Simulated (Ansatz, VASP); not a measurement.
**GaGe3, level by level in two programs**

```
CELL_PARAMETERS angstrom
0.00000 3.36443 3.36443
3.36443 0.00000 3.36443
3.36443 3.36443 0.00000
ATOMIC_POSITIONS crystal
Ge 0.50000 0.50000 0.50000
Ge 0.75000 0.75000 0.75000
Ge 0.25000 0.25000 0.25000
Ga 0.00000 0.00000 0.00000
```

The cell comes from a database or a generator and needn't be the stable form of this composition.

Single points on this cell with VASP 6.6.1 and Ansatz 0.2.0. Each row is one pair of runs. Alike in all rows: spin: off; k mesh: 7 × 7 × 7; smearing: fermi-dirac, width 0.05 eV.

| level | VASP's potentials, cutoff | Ansatz's potentials, cutoff | gap on the k mesh at the Fermi level (eV), VASP | gap on the k mesh at the Fermi level (eV), Ansatz | pressure (GPa), VASP | pressure (GPa), Ansatz |
| --- | --- | --- | --- | --- | --- | --- |
| LDA | VASP PAW LDA potentials, release 64 (Ge_d, Ga_d), 520 eV | Ansatz PAW, 420 eV | none | none | -4.3 | -4.4 |
| PBE | VASP PAW PBE potentials, release 64 (Ge_d, Ga_d), 520 eV | Ansatz PAW, 420 eV | none | none | 0.9 | 0.8 |
| r2SCAN | VASP PAW PBE potentials, release 64 (Ge_d, Ga_d), 520 eV | Ansatz PAW, 500 eV | ? | none | ? | -1.3 |

**Question.** Fill in what VASP gave in row 3.

**Answer.** gap on the k mesh at the Fermi level (eV): none; pressure (GPa): -1.4.

A gap of «none» marks a metal or a gap that the smearing closes.

Caveats: the PAW data sets were made with another functional, which shifts forces and pressure a little (VASP); the PAW data sets come from PBE, with cores solved anew for the run's functional, which leaves a small shift of forces and pressure (Ansatz).
